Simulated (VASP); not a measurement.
```yaml
crystal:
  lattice:
    - [0.00000, 2.69257, 2.69257]
    - [2.69257, 0.00000, 2.69257]
    - [2.69257, 2.69257, 0.00000]
  atoms:
    - { symbol: Si, position: [0.25000, 0.25000, 0.25000] }
    - { symbol: Si, position: [0.75000, 0.75000, 0.75000] }
    - { symbol: Ni, position: [0.00000, 0.00000, 0.00000] }
```

Calculation: SCAN meta-GGA, VASP's PBE PAW potentials (set 64) (plane waves; VASP 6.6.1). Settings: 520 eV cut-off, 11×11×11 Γ-centred mesh, tetrahedra with Blöchl corrections, potentials Si Ni.

Q: Give the energies of bands 2 to 12 at the high-symmetry points, in eV from the Fermi level.

A: 
```tsv
band	Γ	X	U	L	W
2	-5.54	-8.58	-9.35	-10.55	-9.36
3	-5.54	-7.65	-7.93	-5.14	-7.57
4	-5.54	-4.86	-5.32	-5.14	-7.18
5	-3.89	-4.86	-4.77	-4.00	-4.00
6	-3.89	-3.87	-4.07	-3.67	-4.00
7	-0.08	-3.87	-3.68	-3.67	-3.87
8	1.75	-3.82	-3.25	-1.61	-3.55
9	1.75	-3.48	-2.94	-1.61	-2.74
10	1.75	-0.43	0.20	1.82	2.33
11	2.19	1.37	3.75	1.82	2.33
12	2.19	8.10	4.91	1.95	4.81
```

It has no gap at this level: it comes out as a metal or semimetal.

The compound is NiSi2 in the fluorite structure. It was relaxed first. The run is not spin-polarised, so no magnetic state was tried.
